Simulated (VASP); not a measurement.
The system is Mo.

```
Mo
1.0
     2.80392    0.00000    0.00000
    -1.40196    2.42827    0.00000
     0.00000    0.00000    4.57880
Mo
2
Direct
  0.33333 0.66667 0.25000
  0.66667 0.33333 0.75000
```

The cell was built by a generator and needn't be a form met in nature.

```yaml
Program: VASP 6.6.1
Task: relaxation of cell and atoms
Functional: LDA
Potentials_or_basis: VASP PAW LDA potentials, release 64 (Mo_sv)
Cutoff: 600 eV
k_mesh: 13 × 13 × 7
Occupations: fermi-dirac, width 0.1 eV
Spin: no spin polarisation
```

At the start: pressure -4.8 GPa; volume 15.59 Å³/atom.

Problem. How do energy, volume and symmetry change on relaxing?

Solution. Over 10 steps the energy falls by 22.2 meV/atom and the volume is 15.38 Å³/atom (-1.3 %); space group P6_3/mmc (No. 194, to 0.05 Å).

The path:
| step | energy change (eV) | largest force (eV/Å) | pressure (GPa) | volume (Å³) |
| --- | --- | --- | --- | --- |
| 1 | 0.0000 | 0.0000 | -4.84 | 31.18 |
| 2 | 0.0513 | 0.0000 | 15.15 | 29.10 |
| 3 | -0.0112 | 0.0000 | 0.52 | 30.54 |
| 4 | -0.0203 | 0.0000 | 0.80 | 30.54 |
| 5 | -0.0423 | 0.0000 | 1.93 | 30.52 |
| 6 | -0.0415 | 0.0000 | 2.52 | 30.50 |
| 7 | -0.0427 | 0.0000 | 2.16 | 30.51 |
| 8 | -0.0414 | 0.0000 | -2.18 | 31.05 |
| 9 | -0.0442 | 0.0000 | 0.26 | 30.74 |
| 10 | -0.0444 | 0.0000 | 0.04 | 30.76 |

Final structure:
```
CELL_PARAMETERS angstrom
2.72291 0.00000 0.00000
-1.36145 2.35811 0.00000
0.00000 0.00000 4.79015
ATOMIC_POSITIONS crystal
Mo 0.33333 0.66667 0.25000
Mo 0.66667 0.33333 0.75000
```
